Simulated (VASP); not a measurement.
Input:

```yaml
crystal:
  lattice:
    - [0.00000, 2.43687, 2.43687]
    - [2.43687, 0.00000, 2.43687]
    - [2.43687, 2.43687, 0.00000]
  atoms:
    - { symbol: B, position: [0.00000, 0.00000, 0.00000] }
    - { symbol: As, position: [0.25000, 0.25000, 0.25000] }
```

Level of theory: r2SCAN+rVV10, VASP's PBE PAW potentials (set 64) (plane waves; VASP 6.6.1). Settings: 520 eV cut-off, 10×10×10 Γ-centred mesh, Gaussian smearing of 0.050 eV, potentials B As.

Problem. Give the stress tensor in GPa (positive for a compressed cell).

Solution. 
```
-7.49   0.00   0.00
 0.00  -7.49   0.00
 0.00   0.00  -7.49
```
The pressure is its mean diagonal, -7.49 GPa.

The compound is BAs in the zinc blende structure. This cell is one point of a volume scan, at 1.06 of the reference volume.
